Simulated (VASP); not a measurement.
Data:

```
CELL_PARAMETERS angstrom
      0.00000     2.90450     2.90450
      2.90450     0.00000     2.90450
      2.90450     2.90450     0.00000
ATOMIC_POSITIONS crystal
  Pb 0.00000 0.00000 0.00000
  S  0.50000 0.50000 0.50000
```

The numbers are results of PBE GGA with D3 dispersion (Becke-Johnson damping), VASP's PBE PAW potentials (set 64) (plane waves; VASP 6.6.1), not measurements. Numerical set-up: 520 eV cut-off, 8×8×8 Γ-centred mesh, Gaussian smearing of 0.050 eV, potentials Pb_d S.

Unless said otherwise, spin-orbit coupling is left out, though it shifts the bands of the heavy elements here.

Task: Predict the energy per atom (σ→0), pressure, band gap (on the k-mesh) with the smallest direct gap where there is one.

Result: 
| Item | Value |
|---|---|
| band gap (on the k-mesh) | 0.11 eV |
| smallest direct gap (on the k-mesh) | 0.11 eV |
| energy per atom (σ→0) | -4.705 eV/atom |
| pressure | 4.12 GPa |

Total energies compare only between runs with the same potentials, cut-off and functional.

The compound is PbS in the rock salt structure. This cell is one point of a volume scan, at 0.94 of the reference volume.
